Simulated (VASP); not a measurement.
# HfTl2Ni3 (P6/mmm) in VASP: single point with PBE

Aim: the single point of HfTl2Ni3 with PBE.

Everything below comes from runs of VASP 6.6.1. Logs are shortened: lines on timing, memory, paths and dates and some standing lists are left out, and cuts for length are marked.

## Step 1: The structure

It takes space group P6/mmm (No. 191, hexagonal). Conventional cell: a = 5.732 Å, b = 5.732 Å, c = 3.595 Å, α = 90.00°, β = 90.00°, γ = 120.00°. Around Tl (site symmetry -6m2) lie 6 Ni at 2.44 Å. Around Ni (site symmetry mmm) lie 4 Tl at 2.44 Å. Hf (site symmetry 6/mmm) has 6 Tl at 3.31 Å and 12 Ni at 3.38 Å and 2 Hf at 3.60 Å as nearest neighbours.

The cell was built by a generator and needn't be a form met in nature.

## Step 2: Single point, PBE

File INCAR:

```
SYSTEM = HfTl2Ni3
PREC = Accurate
ENCUT = 520
EDIFF = 1E-6
ISMEAR = -1
SIGMA = 0.1
LREAL = .FALSE.
LASPH = .TRUE.
NELM = 100
ALGO = Fast
ISIF = 2
LWAVE = .FALSE.
LCHARG = .FALSE.
GGA = PE
NBANDS = 42
```

File KPOINTS:

```
regular mesh
0
G
  7 7 9
  0 0 0
```

File POSCAR:

```
HfTl2Ni3
1.0
    2.8658595200      4.9638110000      0.0000000000
   -2.8658595200      4.9638110000      0.0000000000
    0.0000000000      0.0000000000      3.5953510400
Tl Ni Hf
2 3 1
Direct
    0.3333000000      0.3334000000      0.0000000000
    0.6666000000      0.6667000000      0.0000000000
    0.5000000000      0.5000000000      0.5000000000
    0.5000000000      0.0000000000      0.5000000000
    0.0000000000      0.5000000000      0.5000000000
    0.0000000000      0.0000000000      0.0000000000
```

Potentials or basis: VASP PAW PBE potentials, release 64 (Tl_d, Ni, Hf_pv).

Started as:

```
> cat potpaw_PBE.64/Tl_d/POTCAR potpaw_PBE.64/Ni/POTCAR potpaw_PBE.64/Hf_pv/POTCAR > POTCAR
> mpirun -np 1 vasp_std > vasp.out
```

OUTCAR:

```text
SYSTEM = HfTl2Ni3
   PREC = Accurate
   ENCUT = 520
   EDIFF = 1E-6
   ISMEAR = -1
   LREAL = .FALSE.
   LASPH = .TRUE.
   NELM = 100
   ISIF = 2
   GGA = PE

 ion  position               nearest neighbor table
   1  0.333  0.333  0.000-   3 2.44   3 2.44   5 2.44   5 2.44   4 2.44   4 2.44   2 3.31   6 3.31
                             6 3.31   2 3.31   2 3.31   6 3.31
   2  0.667  0.667  0.000-   3 2.44   3 2.44   4 2.44   4 2.44   5 2.44   5 2.44   1 3.31   6 3.31
                             6 3.31   1 3.31   1 3.31   6 3.31
   3  0.500  0.500  0.500-   1 2.44   2 2.44   1 2.44   2 2.44   4 2.87   5 2.87   4 2.87   5 2.87
                             6 3.38   6 3.38   6 3.38   6 3.38
   4  0.500  0.000  0.500-   2 2.44   2 2.44   1 2.44   1 2.44   3 2.87   3 2.87   5 2.87   5 2.87
                             6 3.38   6 3.38   6 3.38   6 3.38
   5  0.000  0.500  0.500-   1 2.44   1 2.44   2 2.44   2 2.44   3 2.87   3 2.87   4 2.87   4 2.87
                             6 3.38   6 3.38   6 3.38   6 3.38
   6  0.000  0.000  0.000-   2 3.31   1 3.31   2 3.31   1 3.31   2 3.31   1 3.31   4 3.38   5 3.38
                             4 3.38   5 3.38   5 3.38   5 3.38   4 3.38   4 3.38   3 3.38   3 3.38

  LATTYP: Found a hexagonal cell.
 ALAT       =     5.7317161856
 C/A-ratio  =     0.6272730407

  Lattice vectors:

 A1 = (   2.8658595200,  -4.9638110000,   0.0000000000)
 A2 = (   2.8658595200,   4.9638110000,   0.0000000000)
 A3 = (   0.0000000000,   0.0000000000,   3.5953510400)

Analysis of symmetry for initial positions (statically):
=====================================================================
 Subroutine PRICEL returns:
 Original cell was already a primitive cell.

 Routine SETGRP: Setting up the symmetry group for a
 hexagonal supercell.

 Subroutine GETGRP returns: Found  4 space group operations
 (whereof  4 operations were pure point group operations)
 out of a pool of 24 trial point group operations.

The static configuration has the point symmetry C_2v.

Analysis of symmetry for dynamics (positions and initial velocities):
=====================================================================
 Subroutine PRICEL returns:
 Original cell was already a primitive cell.

 Routine SETGRP: Setting up the symmetry group for a
 hexagonal supercell.

 Subroutine GETGRP returns: Found  4 space group operations
 (whereof  4 operations were pure point group operations)
 out of a pool of 24 trial point group operations.

The dynamic configuration has the point symmetry C_2v.

 Subroutine INISYM returns: Found  4 space group operations
 (whereof  4 operations are pure point group operations),
 and found     1 'primitive' translations

[... 109 lines left out ...]
   ISYM   =      2    0-nonsym 1-usesym 2-fastsym
   POTIM  = 0.5000    time-step for ionic-motion
   TEBEG  =    0.0;   TEEND  =   0.0 temperature during run
   PSTRESS=    0.0 pullay stress
   NELECT =      66.0000    total number of electrons
   NUPDOWN=      -1.0000    fix difference up-down
   EMIN   =  10.00;   EMAX   =-10.00  energy-range for DOS
   EFERMI =   0.00;   METHOD = LEGACY
   ISMEAR =    -1;   SIGMA  =   0.10  broadening in eV -4-tet -1-fermi 0-gaus
   EFERMI_NEDOS =   21; number of points for ismear=-14 and -15
   IALGO  =     68    algorithm
   IMIX   =      4    mixing-type and parameters
     AMIX     =   0.40;   BMIX     =  1.00
     AMIX_MAG =   1.60;   BMIX_MAG =  1.00
  volume/ion in A,a.u.               =      17.05       115.05
  Fermi-wavevector in a.u.,A,eV,Ry     =   1.414628  2.673260 27.227614  2.001173
  Thomas-Fermi vector in A             =   2.536151
   LORBIT       =      0    0 simple, 1 ext, 2 COOP (PROOUT), +10 PAW based schemes
   GGA     = PE    functional components
   LHFCALC =     F    Hartree Fock is set to
   AEXX    =    0.0000 exact exchange contribution
   IVDW    =     0    specifies the selected vdW correction
   LEPSILON=     F    determine dielectric tensor
   LRPA    =     F    only Hartree local field effects (RPA)
 non-spin polarized calculation
 RMM-DIIS sequential band-by-band and
  energy-cutoff  :      520.00
  volume of cell :      102.29
 maximum number of plane-waves:      2785
 NGX is ok and might be reduce to    48
   NGX = 21   NGY = 21   NGZ = 13

 number of electron      66.0000022 magnetization

 Free energy of the ion-electron system (eV)
  ---------------------------------------------------
  ext. energy  EPLUGINS =         0.00000000
  ---------------------------------------------------
  free energy    TOTEN  =       -27.30727643 eV

  energy without entropy =      -27.07406155  energy(sigma->0) =      -27.19066899

 E-fermi :   8.1282     XC(G=0): -11.8462

 val. band max:        8.1276911733   @ k =   0.2857   0.0000   0.3333
 cond. band min:       8.1293573496   @ k =   0.4286   0.4286   0.3333
 fundamental gap:      0.0016661763
 Fermi energy:         8.1282445436

 k-point     1 :       0.0000    0.0000    0.0000
  band No.  band energies     occupation
      1     -23.9838      2.00000
      2     -23.9838      2.00000
      3     -23.7716      2.00000
      4      -4.2625      2.00000
      5      -3.8686      2.00000
      6      -3.7857      2.00000
[... 1069 lines left out ...]
     41      12.9024      0.00000
     42      14.0220      0.00000

 [... further k-points ...]

------------------------ aborting loop because EDIFF is reached ----------------------------------------

  FORCE on cell =-STRESS in cart. coord.  units (eV):
  Direction    XX          YY          ZZ          XY          YZ          ZX
  --------------------------------------------------------------------------------------
  -------------------------------------------------------------------------------------
  Total        2.5294666      2.5372054     16.3798661      0.0000000      0.0000000      0.0000000
  in kB       39.6185067     39.7397170    256.5544189      0.0000000      0.0000000      0.0000000
  external PRESSURE =     111.9708809 kB  Pullay stress =       0.0000000 kB

 VOLUME and BASIS-vectors are now :
 -----------------------------------------------------------------------------
  energy-cutoff  :      520.00
  volume of cell :      102.29
      direct lattice vectors                 reciprocal lattice vectors
     2.865859520  4.963811000  0.000000000     0.174467728  0.100729057  0.000000000
    -2.865859520  4.963811000  0.000000000    -0.174467728  0.100729057  0.000000000
     0.000000000  0.000000000  3.595351040     0.000000000  0.000000000  0.278136958

 POSITION                                       TOTAL-FORCE (eV/Angst)
 -----------------------------------------------------------------------------------
     -0.00029      3.30937      0.00000         0.002673     -0.002002      0.000000
     -0.00029      6.61825      0.00000         0.002673      0.002002      0.000000
      0.00000      4.96381      1.79768         0.000828      0.000000      0.000000
      1.43293      2.48191      1.79768        -0.002686      0.002027      0.000000
     -1.43293      2.48191      1.79768        -0.002686     -0.002027      0.000000
      0.00000      0.00000      0.00000        -0.000803      0.000000      0.000000
 -----------------------------------------------------------------------------------
    total drift:                                0.000009      0.000000     -0.000000

  FREE ENERGIE OF THE ION-ELECTRON SYSTEM (eV)
  ---------------------------------------------------
  free  energy   TOTEN  =       -27.3072764264 eV

  energy  without entropy=      -27.0740615460  energy(sigma->0) =      -27.19066899
```

It took 4.9 min on 1 thread of Intel Xeon Platinum 8559C (Emerald Rapids), shared host; peak memory 0.46 GiB.

Results:

* Free energy: -27.3073 eV
* Pressure: 11.2 GPa
* Largest force: 0.003 eV/Å
* Band gap on the k mesh: none (metal or under the smearing width)

Forces in eV/Å, atoms in the order of the input:
```
Tl   0.003 -0.002  0.000
Tl   0.003  0.002  0.000
Ni   0.001  0.000  0.000
Ni  -0.003  0.002  0.000
Ni  -0.003 -0.002  0.000
Hf  -0.001  0.000  0.000
```

The run has no spin-orbit coupling, so splittings on Hf, Tl are missing. Spin polarisation is off, so any magnetic state and its effect on volume and gap are missing.
